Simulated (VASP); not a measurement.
# Na3SnP (Pm-3m) in VASP: a series of runs

Runs on Na3SnP. Level: PBEsol. Tasks: single point.

Program: VASP 6.6.1. These are calculated values, not measurements. Logs are shortened: lines on timing, memory, paths and dates and some standing lists are left out, and cuts for length are marked.

## Step 1: Starting point

Symmetry: Pm-3m, No. 221, cubic system. The conventional cell has a = 4.574 Å, b = 4.574 Å, c = 4.574 Å, α = 90.00°, β = 90.00°, γ = 90.00°. Around Sn (site symmetry m-3m) lie 12 Na at 3.23 Å. Na (site symmetry 4/mmm) has 2 P at 2.29 Å as nearest neighbours. Around P (site symmetry m-3m) lie 6 Na at 2.29 Å.

The cell was built by a generator and needn't be a form met in nature.

## Step 2: Single point, PBEsol

Input file INCAR:

```
SYSTEM = Na3SnP
ALGO = Normal
EDIFF = 1E-6
ENCUT = 520
GGA = PS
ISIF = 2
ISMEAR = 0
LASPH = .True.
LCHARG = .True.
LELF = .True.
LREAL = .False.
LVHAR = .True.
LWAVE = .False.
NBANDS = 28
NELM = 60
PREC = Accurate
SIGMA = 0.0165
```

Input file KPOINTS:

```
k-points
0
Gamma
  4 4 4
  0 0 0
```

Input file POSCAR:

```
Na3SnP
1.0
    4.5735860000      0.0000000000      0.0000000000
    0.0000000000      4.5735860000      0.0000000000
    0.0000000000      0.0000000000      4.5735860000
Sn Na P
1 3 1
Direct
    0.0000000000      0.0000000000      0.0000000000
    0.0000000000      0.5000000000      0.5000000000
    0.5000000000      0.0000000000      0.5000000000
    0.5000000000      0.5000000000      0.0000000000
    0.5000000000      0.5000000000      0.5000000000
```

Potentials or basis: VASP PAW PBE potentials, release 64 (Sn_d, Na_pv, P).

Run with:

```console
$ cat potpaw_PBE.64/Sn_d/POTCAR potpaw_PBE.64/Na_pv/POTCAR potpaw_PBE.64/P/POTCAR > POTCAR
$ mpirun -np 1 vasp_std > vasp.out
```

OUTCAR:

```text
SYSTEM = Na3SnP
   EDIFF = 1E-6
   ENCUT = 520
   GGA = PS
   ISIF = 2
   ISMEAR = 0
   LASPH = .True.
   LREAL = .False.
   NELM = 60
   PREC = Accurate

 ion  position               nearest neighbor table
   1  0.000  0.000  0.000-   2 3.23   3 3.23   4 3.23   2 3.23   3 3.23   2 3.23   4 3.23   2 3.23
                             3 3.23   4 3.23   3 3.23   4 3.23
   2  0.000  0.500  0.500-   5 2.29   5 2.29   1 3.23   1 3.23   1 3.23   1 3.23
   3  0.500  0.000  0.500-   5 2.29   5 2.29   1 3.23   1 3.23   1 3.23   1 3.23
   4  0.500  0.500  0.000-   5 2.29   5 2.29   1 3.23   1 3.23   1 3.23   1 3.23
   5  0.500  0.500  0.500-   2 2.29   3 2.29   4 2.29   4 2.29   3 2.29   2 2.29

  LATTYP: Found a simple cubic cell.
 ALAT       =     4.5735860000

  Lattice vectors:

 A1 = (   4.5735860000,   0.0000000000,   0.0000000000)
 A2 = (   0.0000000000,   4.5735860000,   0.0000000000)
 A3 = (   0.0000000000,   0.0000000000,   4.5735860000)

Analysis of symmetry for initial positions (statically):
=====================================================================
 Subroutine PRICEL returns:
 Original cell was already a primitive cell.

 Routine SETGRP: Setting up the symmetry group for a
 simple cubic supercell.

 Subroutine GETGRP returns: Found 48 space group operations
 (whereof 48 operations were pure point group operations)
 out of a pool of 48 trial point group operations.

The static configuration has the point symmetry O_h .

Analysis of symmetry for dynamics (positions and initial velocities):
=====================================================================
 Subroutine PRICEL returns:
 Original cell was already a primitive cell.

 Routine SETGRP: Setting up the symmetry group for a
 simple cubic supercell.

 Subroutine GETGRP returns: Found 48 space group operations
 (whereof 48 operations were pure point group operations)
 out of a pool of 48 trial point group operations.

The dynamic configuration has the point symmetry O_h .

 Subroutine INISYM returns: Found 48 space group operations
 (whereof 48 operations are pure point group operations),
 and found     1 'primitive' translations

----------------------------------------------------------------------------------------

                                     Primitive cell

  volume of cell :      95.6688

[... 78 lines left out ...]
   NELM   =     60;   NELMIN=  2; NELMDL= -5     # of ELM steps
   EDIFF  = 0.1E-05   stopping-criterion for ELM
   LREAL  =      F    real-space projection
   EDIFFG = 0.1E-04   stopping-criterion for IOM
   NSW    =      0    number of steps for IOM
   IBRION =     -1    ionic relax: 0-MD 1-quasi-New 2-CG
   NFREE  =      0    steps in history (QN), initial steepest desc. (CG)
   ISIF   =      2    stress and relaxation
   ISYM   =      2    0-nonsym 1-usesym 2-fastsym
   POTIM  = 0.5000    time-step for ionic-motion
   TEBEG  =    0.0;   TEEND  =   0.0 temperature during run
   PSTRESS=    0.0 pullay stress
   NELECT =      40.0000    total number of electrons
   NUPDOWN=      -1.0000    fix difference up-down
   EMIN   =  10.00;   EMAX   =-10.00  energy-range for DOS
   EFERMI =   0.00;   METHOD = LEGACY
   ISMEAR =     0;   SIGMA  =   0.02  broadening in eV -4-tet -1-fermi 0-gaus
   EFERMI_NEDOS =   21; number of points for ismear=-14 and -15
   IALGO  =     38    algorithm
   IMIX   =      4    mixing-type and parameters
     AMIX     =   0.40;   BMIX     =  1.00
     AMIX_MAG =   1.60;   BMIX_MAG =  1.00
  volume/ion in A,a.u.               =      19.13       129.12
  Fermi-wavevector in a.u.,A,eV,Ry     =   1.224159  2.313326 20.389232  1.498566
  Thomas-Fermi vector in A             =   2.359244
   LORBIT       =      0    0 simple, 1 ext, 2 COOP (PROOUT), +10 PAW based schemes
   GGA     = PS    functional components
   LHFCALC =     F    Hartree Fock is set to
   AEXX    =    0.0000 exact exchange contribution
   IVDW    =     0    specifies the selected vdW correction
   LEPSILON=     F    determine dielectric tensor
   LRPA    =     F    only Hartree local field effects (RPA)
 non-spin polarized calculation
 Gauss-broadening in eV      SIGMA  =   0.02
  energy-cutoff  :      520.00
  volume of cell :       95.67
 maximum number of plane-waves:      2612
 NGX is ok and might be reduce to    36
   NGX = 17   NGY = 17   NGZ = 17

 number of electron      39.9999985 magnetization

 Free energy of the ion-electron system (eV)
  ---------------------------------------------------
  ext. energy  EPLUGINS =         0.00000000
  ---------------------------------------------------
  free energy    TOTEN  =       -10.83502673 eV

  energy without entropy =      -10.83324954  energy(sigma->0) =      -10.83413813

 E-fermi :   4.6606     XC(G=0):  -9.6069

 val. band max:        4.5385972662   @ k =   0.5000   0.2500   0.0000
 cond. band min:       4.6664961813   @ k =   0.5000   0.2500   0.2500
 fundamental gap:      0.1278989151
 Fermi energy:         4.6605766955

 k-point     1 :       0.0000    0.0000    0.0000
  band No.  band energies     occupation
      1     -18.7114      2.00000
      2     -18.7114      2.00000
      3     -18.7114      2.00000
      4     -18.5379      2.00000
      5     -18.5379      2.00000
      6     -18.5379      2.00000
[... 299 lines left out ...]
     27      13.7535      0.00000
     28      13.7535      0.00000

------------------------ aborting loop because EDIFF is reached ----------------------------------------

  FORCE on cell =-STRESS in cart. coord.  units (eV):
  Direction    XX          YY          ZZ          XY          YZ          ZX
  --------------------------------------------------------------------------------------
  -------------------------------------------------------------------------------------
  Total       13.3686850     13.3686850     13.3686850     -0.0000000      0.0000000      0.0000000
  in kB      223.8869210    223.8869210    223.8869210     -0.0000000      0.0000000      0.0000000
  external PRESSURE =     223.8869210 kB  Pullay stress =       0.0000000 kB

 VOLUME and BASIS-vectors are now :
 -----------------------------------------------------------------------------
  energy-cutoff  :      520.00
  volume of cell :       95.67
      direct lattice vectors                 reciprocal lattice vectors
     4.573586000  0.000000000  0.000000000     0.218646812  0.000000000  0.000000000
     0.000000000  4.573586000  0.000000000     0.000000000  0.218646812  0.000000000
     0.000000000  0.000000000  4.573586000     0.000000000  0.000000000  0.218646812

 POSITION                                       TOTAL-FORCE (eV/Angst)
 -----------------------------------------------------------------------------------
      0.00000      0.00000      0.00000         0.000000      0.000000      0.000000
      0.00000      2.28679      2.28679         0.000000      0.000000      0.000000
      2.28679      0.00000      2.28679         0.000000      0.000000      0.000000
      2.28679      2.28679      0.00000         0.000000      0.000000      0.000000
      2.28679      2.28679      2.28679         0.000000      0.000000      0.000000
 -----------------------------------------------------------------------------------
    total drift:                                0.000000      0.000000      0.000000

  FREE ENERGIE OF THE ION-ELECTRON SYSTEM (eV)
  ---------------------------------------------------
  free  energy   TOTEN  =       -10.8350267300 eV

  energy  without entropy=      -10.8332495380  energy(sigma->0) =      -10.83413813
```

OSZICAR:

```text
N       E                     dE             d eps       ncg     rms          rms(c)
DAV:   1     0.391255866748E+03    0.39126E+03   -0.20836E+04   564   0.185E+03
DAV:   2     0.238928246829E+02   -0.36736E+03   -0.36085E+03   568   0.486E+02
DAV:   3    -0.118702544865E+02   -0.35763E+02   -0.35404E+02   640   0.157E+02
DAV:   4    -0.130394722005E+02   -0.11692E+01   -0.11681E+01   648   0.277E+01
DAV:   5    -0.130741185158E+02   -0.34646E-01   -0.34645E-01   836   0.468E+00    0.572E+00
DAV:   6    -0.108277056669E+02    0.22464E+01   -0.12323E+01   740   0.109E+01    0.261E+00
DAV:   7    -0.108494070296E+02   -0.21701E-01   -0.46266E-01   616   0.286E+00    0.186E+00
DAV:   8    -0.108360036618E+02    0.13403E-01   -0.29322E-02   680   0.100E+00    0.181E-01
DAV:   9    -0.108350601566E+02    0.94351E-03   -0.67398E-03   736   0.370E-01    0.150E-01
DAV:  10    -0.108351187791E+02   -0.58622E-04   -0.14671E-03   800   0.166E-01    0.478E-02
DAV:  11    -0.108350254527E+02    0.93326E-04   -0.60285E-04   740   0.833E-02    0.894E-03
DAV:  12    -0.108350269693E+02   -0.15166E-05   -0.27034E-05   628   0.349E-02    0.581E-03
DAV:  13    -0.108350267300E+02    0.23929E-06   -0.80882E-07   364   0.646E-03
   1 F= -.10835027E+02 E0= -.10834138E+02  d E =-.177719E-02
```

stdout:

```text
POSCAR found type information on POSCAR SnNaP
 POSCAR found :  3 types and       5 ions
 scaLAPACK will be used
 -----------------------------------------------------------------------------
|                                                                             |
|                                                                             |
|     You enforced a specific xc type in the INCAR file but a different       |
|     I HOPE YOU KNOW WHAT YOU ARE DOING!                                     |
|                                                                             |
 -----------------------------------------------------------------------------

 LDA part: xc-table for (Slater+PW92), standard interpolation
 POSCAR, INCAR and KPOINTS ok, starting setup
 FFT: planning ... GRIDC
 FFT: planning ... GRID_SOFT
 FFT: planning ... GRID
 WAVECAR not read
 entering main loop
```

It took 32 s on 1 thread of Intel Xeon Platinum 8259CL at 2.50GHz (Skylake/Cascade Lake), shared host; peak memory 0.21 GiB.

What came out:

```yaml
Free_energy: -10.8350 eV
Pressure: 22.4 GPa
Band_gap_on_the_k_mesh: none (metal or under the smearing width)
```

Caveat: so large a pressure means that the cell lies far from this level's equilibrium, or that cutoff or potentials fall short; the potentials were made for another functional, which shifts forces and pressure.

[end of part 1 of 2]
